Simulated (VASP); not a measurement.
A run of VASP 6.6.1 is set up as follows.

The input INCAR:

```
PREC     = Accurate       # precision mode
ENCUT    = 520            # plane-wave cutoff, eV
EDIFF    = 1E-6           # SCF threshold, eV
ISMEAR   = -1             # smearing method
SIGMA    = 0.1            # smearing width, eV
LREAL    = F              # projectors in reciprocal space
LASPH    = T              # aspherical terms in the spheres
NELM     = 100            # most SCF steps
ALGO     = Normal         # electronic algorithm
ISIF     = 2              # what is computed and relaxed
LWAVE    = F              # write WAVECAR
LCHARG   = F              # write CHGCAR
GGA      = CA             # functional
NBANDS   = 16             # bands
```

KPOINTS

```
Automatic mesh
0
Gamma
  7 7 7
```

Contents of POSCAR:

```
LiPb
1.0
    2.5370633709      1.4647743257      2.0987033856
   -2.5370633709      1.4647743257      2.0987033856
    0.0000000000     -2.9295486515      2.0987033856
Li Pb
1 1
Direct
    0.5000000000      0.5000000000      0.5000000000
    0.0000000000      0.0000000000      0.0000000000
```

Potentials or basis: VASP PAW LDA potentials, release 64 (Li_sv, Pb_d).

Command:

```sh
$ cat potpaw_LDA.64/Li_sv/POTCAR potpaw_LDA.64/Pb_d/POTCAR > POTCAR
$ mpirun -np 1 vasp_std > vasp.out
```

Task: Predict the band gap on the k mesh.

Result: None (metal or under the smearing width).

 The run has no spin-orbit coupling, so splittings on Pb are missing.
